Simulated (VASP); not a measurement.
Level of theory: PBEsol GGA, VASP's PBE PAW potentials (set 64) (plane waves; VASP).

Input for VASP

### INCAR
```
# general
SYSTEM = BN
PREC   = Accurate
ENCUT  = 520
LREAL  = F
LASPH  = T

# electronic loop
EDIFF  = 1E-7
NELM   = 100
ALGO   = Normal

# smearing
ISMEAR = -5

# functional
GGA    = PS

# ions
ISIF   = 2

# output
LWAVE  = F
LCHARG = T
LORBIT = 11
NEDOS  = 601
```

**KPOINTS**
```
kpoints
0
Gamma
 14 14 8
0 0 0
```

POSCAR:
```
BN
1
    2.4836715639     0.0000000000     0.0000000000
   -1.2418357820     2.1509225920     0.0000000000
    0.0000000000    -0.0000000000     4.0046014582
B N
2 2
Direct
  0.0000000000   0.0000000000   0.0000000000
  0.0000000000   0.0000000000   0.5000000000
  0.3333330000   0.6666670000   0.2500000000
  0.6666670000   0.3333330000   0.7500000000
```

POTCAR, in this order: B N (PBE.64 set). Program: vasp_std.

The resulting files:

OSZICAR:
```
       N       E                     dE             d eps       ncg     rms          rms(c)
DAV:   1     0.501514340757E+02    0.50151E+02   -0.90952E+03  2888   0.134E+03
DAV:   2    -0.288224017280E+02   -0.78974E+02   -0.72619E+02  4152   0.266E+02
DAV:   3    -0.313369831285E+02   -0.25146E+01   -0.24977E+01  3800   0.460E+01
DAV:   4    -0.313571451515E+02   -0.20162E-01   -0.20138E-01  3544   0.385E+00
DAV:   5    -0.313574433699E+02   -0.29822E-03   -0.29812E-03  3676   0.406E-01    0.849E+00
DAV:   6    -0.299147499873E+02    0.14427E+01   -0.46810E+00  3624   0.175E+01    0.344E+00
DAV:   7    -0.298967988990E+02    0.17951E-01   -0.17619E-01  3524   0.416E+00    0.226E+00
DAV:   8    -0.298884333916E+02    0.83655E-02   -0.13965E-02  3456   0.114E+00    0.277E-01
DAV:   9    -0.298877416998E+02    0.69169E-03   -0.18400E-03  3664   0.414E-01    0.699E-02
DAV:  10    -0.298877526740E+02   -0.10974E-04   -0.11748E-04  3504   0.102E-01    0.148E-02
DAV:  11    -0.298877524129E+02    0.26110E-06   -0.91315E-06  3624   0.264E-02    0.291E-03
DAV:  12    -0.298877524190E+02   -0.61109E-08   -0.43280E-07  3528   0.657E-03
   1 F= -.29887752E+02 E0= -.29887752E+02  d E =0.000000E+00
```

OUTCAR:
```
------------------------ aborting loop because EDIFF is reached ----------------------------------------
  FORCE on cell =-STRESS in cart. coord.  units (eV):
  Direction    XX          YY          ZZ          XY          YZ          ZX
  --------------------------------------------------------------------------------------
  Total        0.0023228      0.0023228     -0.0111603     -0.0000000      0.0000000      0.0000000
  in kB        0.1739566      0.1739566     -0.8358103     -0.0000000      0.0000000      0.0000000
  external PRESSURE =      -0.1626324 kB  Pullay stress =       0.0000000 kB
  volume of cell :       21.39
      direct lattice vectors                 reciprocal lattice vectors
     2.483671564  0.000000000  0.000000000     0.402629725  0.232458389  0.000000000
    -1.241835782  2.150922592  0.000000000     0.000000000  0.464916777  0.000000000
     0.000000000  0.000000000  4.004601458     0.000000000  0.000000000  0.249712739
  FREE ENERGIE OF THE ION-ELECTRON SYSTEM (eV)
  ---------------------------------------------------
  free  energy   TOTEN  =       -29.8877524190 eV

  energy  without entropy=      -29.8877524190  energy(sigma->0) =      -29.88775242

 total charge

# of ion       s       p       d       tot
------------------------------------------
    1        0.564   1.096   0.000   1.660
    2        0.564   1.096   0.000   1.660
    3        1.236   2.638   0.000   3.874
    4        1.236   2.638   0.000   3.874
--------------------------------------------------
tot          3.600   7.468   0.000  11.068
```
(Selected blocks of OUTCAR.)

The structure was generated: BN was put into the NiAs type type (P6_3/mmc), which need not be its known phase. It was relaxed first, which changed the volume by +18 %.
